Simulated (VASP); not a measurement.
Computed with r2SCAN meta-GGA, VASP's PBE PAW potentials (set 64) (plane waves; VASP).

VASP ran on this input.

**KPOINTS**
```
K-points
0
Gamma
 13 13 7
0 0 0
```

File POSCAR:
```
Hf
1
    1.5801098579    -2.7368305176     0.0000000000
    1.5801098579     2.7368305176     0.0000000000
    0.0000000000     0.0000000000     4.9915600850
Hf
2
Direct
  0.3333330000   0.6666670000   0.2500000000
  0.6666670000   0.3333330000   0.7500000000
```

### INCAR
```
SYSTEM = Hf
PREC = Accurate
ENCUT = 520
EDIFF = 1E-7
NELM = 100
ALGO = Normal
LREAL = .FALSE.
LASPH = .TRUE.
ISMEAR = 1
SIGMA = 0.1
METAGGA = R2SCAN
LMIXTAU = .TRUE.
LMAXMIX = 6
LWAVE = .FALSE.
LCHARG = .FALSE.
ISIF = 4
IBRION = 2
NSW = 30
EDIFFG = -0.01
```

POTCAR, in this order: Hf_pv (PBE.64 set). Program: vasp_std.

What VASP printed:

OSZICAR:
```
       N       E                     dE             d eps       ncg     rms          rms(c)
DAV:   1    -0.250471585629E+02   -0.25047E+02   -0.12284E+04  2352   0.142E+03
DAV:   2    -0.936562771800E+02   -0.68609E+02   -0.67296E+02  2916   0.282E+02
DAV:   3    -0.958939206072E+02   -0.22376E+01   -0.21351E+01  3234   0.322E+01
DAV:   4    -0.959180074334E+02   -0.24087E-01   -0.24060E-01  2736   0.410E+00
DAV:   5    -0.959183523705E+02   -0.34494E-03   -0.34490E-03  3340   0.410E-01    0.733E+01
DAV:   6    -0.908375823684E+02    0.50808E+01   -0.83720E-01  2412   0.933E+00    0.418E+01
DAV:   7    -0.883195055962E+02    0.25181E+01   -0.20732E+00  2534   0.119E+01    0.590E+00
DAV:   8    -0.912325580480E+02   -0.29131E+01   -0.15220E+00  2466   0.991E+00    0.117E+01
DAV:   9    -0.902686764408E+02    0.96388E+00   -0.38987E-01  2376   0.757E+00    0.169E+00
DAV:  10    -0.903774216930E+02   -0.10875E+00   -0.25562E-01  2382   0.613E+00    0.369E+00
DAV:  11    -0.902708756160E+02    0.10655E+00   -0.85939E-02  2418   0.357E+00    0.838E-01
DAV:  12    -0.902887143821E+02   -0.17839E-01   -0.20974E-02  2682   0.166E+00    0.254E-01
DAV:  13    -0.902885377155E+02    0.17667E-03   -0.40780E-03  2694   0.621E-01    0.181E-01
DAV:  14    -0.902884400646E+02    0.97651E-04   -0.39716E-03  2544   0.545E-01    0.105E-01
DAV:  15    -0.902883729172E+02    0.67147E-04   -0.41356E-05  3236   0.535E-02    0.874E-02
DAV:  16    -0.902883706996E+02    0.22176E-05   -0.26148E-05  2616   0.491E-02    0.670E-02
DAV:  17    -0.902883846968E+02   -0.13997E-04   -0.20115E-05  2646   0.406E-02    0.417E-02
DAV:  18    -0.902883842532E+02    0.44353E-06   -0.59774E-07  3122   0.682E-03    0.347E-02
DAV:  19    -0.902883825562E+02    0.16971E-05   -0.21408E-06  2598   0.160E-02    0.308E-02
DAV:  20    -0.902883849065E+02   -0.23504E-05   -0.33212E-06  2592   0.157E-02    0.119E-02
DAV:  21    -0.902883789767E+02    0.59298E-05   -0.37984E-07  2706   0.764E-03    0.111E-02
DAV:  22    -0.902883825569E+02   -0.35802E-05   -0.16108E-07  1924   0.459E-03    0.485E-03
DAV:  23    -0.902883810882E+02    0.14687E-05   -0.21661E-08  1464   0.179E-03    0.265E-03
DAV:  24    -0.902883818336E+02   -0.74544E-06   -0.16874E-08  1416   0.144E-03    0.127E-04
DAV:  25    -0.902883817025E+02    0.13117E-06   -0.24182E-09  1404   0.492E-04    0.135E-04
DAV:  26    -0.902883817753E+02   -0.72798E-07   -0.14781E-09  1386   0.395E-04
   1 F= -.90288382E+02 E0= -.90288221E+02  d E =-.902884E+02
       N       E                     dE             d eps       ncg     rms          rms(c)
DAV:   1    -0.902891534969E+02   -0.77179E-03   -0.52064E-02  2376   0.195E+00    0.191E-01
DAV:   2    -0.902885570302E+02    0.59647E-03   -0.99617E-04  3156   0.253E-01    0.122E-01
DAV:   3    -0.902886102913E+02   -0.53261E-04   -0.89674E-05  2868   0.917E-02    0.829E-02
DAV:   4    -0.902885438103E+02    0.66481E-04   -0.19188E-04  3174   0.962E-02    0.460E-02
DAV:   5    -0.902885631559E+02   -0.19346E-04   -0.49378E-05  2784   0.602E-02    0.250E-02
DAV:   6    -0.902885642212E+02   -0.10652E-05   -0.15001E-06  2772   0.111E-02    0.189E-02
DAV:   7    -0.902885635736E+02    0.64755E-06   -0.12858E-07  1674   0.350E-03    0.223E-03
DAV:   8    -0.902885642009E+02   -0.62733E-06   -0.75457E-08  1398   0.327E-03    0.107E-03
DAV:   9    -0.902885638894E+02    0.31154E-06   -0.67975E-09  1362   0.740E-04    0.582E-04
DAV:  10    -0.902885641994E+02   -0.31001E-06   -0.40985E-09  1368   0.702E-04    0.360E-04
DAV:  11    -0.902885639583E+02    0.24108E-06   -0.19807E-09  1344   0.399E-04    0.226E-04
DAV:  12    -0.902885639992E+02   -0.40840E-07   -0.43959E-10  1320   0.158E-04
   2 F= -.90288564E+02 E0= -.90288464E+02  d E =-.182224E-03
```

OUTCAR:
```
------------------------ aborting loop because EDIFF is reached ----------------------------------------
  FORCE on cell =-STRESS in cart. coord.  units (eV):
  Direction    XX          YY          ZZ          XY          YZ          ZX
  --------------------------------------------------------------------------------------
  Total        0.9572237      0.9572236      0.9535437     -0.0000000     -0.0000000     -0.0000000
  in kB       35.5240542     35.5240532     35.3874841     -0.0000000     -0.0000000     -0.0000000
  external PRESSURE =      35.4785305 kB  Pullay stress =       0.0000000 kB
  volume of cell :       43.17
      direct lattice vectors                 reciprocal lattice vectors
     1.581990167 -2.740087307 -0.000000000     0.316057590 -0.182475937  0.000000000
     1.581990167  2.740087307  0.000000000     0.316057590  0.182475937  0.000000000
     0.000000000  0.000000000  4.979701481     0.000000000 -0.000000000  0.200815250
 POSITION                                       TOTAL-FORCE (eV/Angst)
 -----------------------------------------------------------------------------------
      1.58199      0.91336      1.24493        -0.000000     -0.000000      0.000000
      1.58199     -0.91336      3.73478         0.000000      0.000000      0.000000
 -----------------------------------------------------------------------------------
    total drift:                               -0.000000      0.000180     -0.000015
  FREE ENERGIE OF THE ION-ELECTRON SYSTEM (eV)
  ---------------------------------------------------
  free  energy   TOTEN  =       -90.2885639992 eV

  energy  without entropy=      -90.2882649107  energy(sigma->0) =      -90.28846430

 reached required accuracy - stopping structural energy minimisation
```
(Selected blocks of OUTCAR.)

**CONTCAR**
```
Hf
   1.00000000000000
     1.5819901674513066   -2.7400873073992966   -0.0000000000000000
     1.5819901674513066    2.7400873073992966    0.0000000000000000
     0.0000000000000000    0.0000000000000000    4.9797014807123361
  Hf
     2
Direct
     0.3333330000000032    0.6666669999999968    0.2500000000000000
     0.6666669999999968    0.3333330000000032    0.7500000000000000
```

File OUTCAR:
```
 val. band max:        5.0673725317   @ k =   0.2308   0.2308   0.4286

 cond. band min:       5.1065415147   @ k =   0.3077   0.2308   0.2857


 Fermi energy:         5.0829522106

 k-point     1 :       0.0000    0.0000    0.0000
  band No.  band energies     occupation
      1     -27.1501      2.00000
      2     -26.2839      2.00000
      3     -26.2839      2.00000
      4     -26.1361      2.00000
      5     -26.1361      2.00000
      6     -26.1339      2.00000
      7      -2.7909      2.00000
      8       1.1309      2.00000
      9       5.6685     -0.00000
     10       6.4089     -0.00000
     11       6.4089     -0.00000
     12       6.7941     -0.00000
     13       7.3403      0.00000
     14       7.3403      0.00000

 k-point     2 :       0.0769   -0.0000    0.0000
  band No.  band energies     occupation
      1     -27.1322      2.00000
      2     -26.3216      2.00000
      3     -26.2966      2.00000
      4     -26.1760      2.00000
      5     -26.1422      2.00000
      6     -26.1408      2.00000
      7      -2.5982      2.00000
      8       1.3156      2.00000
      9       5.4260     -0.00001
     10       5.9275     -0.00000
     11       6.5901     -0.00000
     12       7.0915      0.00000
     13       7.1911      0.00000
     14       7.5116      0.00000

 k-point     3 :       0.1538   -0.0000    0.0000
  band No.  band energies     occupation
      1     -27.0804      2.00000
      2     -26.4263      2.00000
      3     -26.3309      2.00000
      4     -26.2838      2.00000
      5     -26.1671      2.00000
      6     -26.1548      2.00000
      7      -2.0450      2.00000
      8       1.8155      2.00000
      9       4.8189      2.00121
     10       5.2050     -0.07091
     11       6.6164     -0.00000
     12       7.1253      0.00000
     13       7.3046      0.00000
     14       7.4179      0.00000

 k-point     4 :       0.2308    0.0000    0.0000
  band No.  band energies     occupation
...
```

Unless said otherwise, spin-orbit coupling is left out, though it shifts the bands of the heavy elements here.

The compound is Hf in the hcp structure. This cell is one point of a volume scan, at 0.97 of the reference volume. Symmetry was kept, so distortions that lower it aren't found.
